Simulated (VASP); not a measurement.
An input for Quantum ESPRESSO's pw.x (written as the equivalent of a VASP run, and not itself run):

```
&CONTROL
  calculation = 'scf'
  pseudo_dir = './pseudo'
  outdir = './out'
  tprnfor = .true.
  tstress = .true.
/
&SYSTEM
  ibrav = 0
  nat = 2
  ntyp = 2
  ecutwfc = 60
  occupations = 'smearing'
  smearing = 'methfessel-paxton'
  degauss = 0.00735
  input_dft = 'pz'
/
&ELECTRONS
  conv_thr = 7.3e-09
  electron_maxstep = 100
/
ATOMIC_SPECIES
  Hg 200.592 Hg.upf
  S 32.060 S.upf
CELL_PARAMETERS angstrom
     0.0000000    2.8853268    2.8853268
     2.8853268    0.0000000    2.8853268
     2.8853268    2.8853268    0.0000000
ATOMIC_POSITIONS crystal
  Hg   0.0000000  0.0000000  0.0000000
  S    0.2500000  0.2500000  0.2500000
K_POINTS automatic
  11 11 11 0 0 0
```

### Question
Write the VASP files for the same calculation (LDA).

### Answer
One answer among several that fit: 
INCAR:
```
SYSTEM = HgS
PREC = Accurate
ENCUT = 520
EDIFF = 1E-7
NELM = 100
ALGO = Normal
LREAL = .FALSE.
LASPH = .TRUE.
ISMEAR = 1
SIGMA = 0.1
LMAXMIX = 6
LWAVE = .FALSE.
LCHARG = .FALSE.
ISIF = 2
```

### POSCAR
```
HgS
1.0
  0.0000000000   2.8853268130   2.8853268130
  2.8853268130   0.0000000000   2.8853268130
  2.8853268130   2.8853268130   0.0000000000
Hg S
1 1
Cartesian
  0.0000000000   0.0000000000   0.0000000000
  1.4426634065   1.4426634065   1.4426634065
```

### KPOINTS
```
Automatic mesh
0
Gamma
11 11 11
0 0 0
```

POTCAR, in this order: Hg S (LDA.64 set). Program: vasp_std.

The two are equivalent in intent, not identical: the potentials are each code's own (VASP's PAW set, PseudoDojo norm-conserving files in pw.x), so ENCUT and ecutwfc are chosen apart and not converted; conv_thr bounds pw.x's estimated SCF error, while EDIFF bounds the energy change between steps.

The compound is HgS in the zinc blende structure, metacinnabar; cinnabar is the stable form. This cell is one point of a volume scan, at 0.97 of the reference volume.
